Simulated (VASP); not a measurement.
Consider the following.

```yaml
crystal:
  lattice:
    - [3.91877, 0.00000, 0.00000]
    - [0.00000, 3.91877, 0.00000]
    - [0.00000, 0.00000, 3.91877]
  atoms:
    - { symbol: Hf, position: [0.00000, 0.00000, 0.00000] }
    - { symbol: Pd, position: [0.50000, 0.50000, 0.00000] }
    - { symbol: Pd, position: [0.00000, 0.50000, 0.50000] }
    - { symbol: Pd, position: [0.50000, 0.00000, 0.50000] }
```

Calculation: LDA (Ceperley-Alder, Perdew-Zunger), VASP's LDA PAW potentials (set 64) (plane waves; VASP 6.6.1). Run with 400 eV cut-off, 7×7×7 Γ-centred mesh, first-order Methfessel-Paxton smearing of 0.10 eV, potentials Hf_pv Pd.

Unless said otherwise, spin-orbit coupling is left out, though it shifts the bands of the heavy elements here.

Task: What does the run give for the energy per atom (σ→0), band gap (on the k-mesh) with the smallest direct gap where there is one?

Result: 
```json
{
 "band gap (on the k-mesh)": "none (metal, semimetal or under 0.01 eV)",
 "energy per atom (σ→0)": "-8.465 eV/atom"
}
```

The absolute energy has meaning only against runs of the same code, potentials and settings.

The structure comes from a computed database's HfPd3 entry (Pm-3m); how it stands against other phases isn't given here. It was relaxed first. The start is the result of an earlier pass.
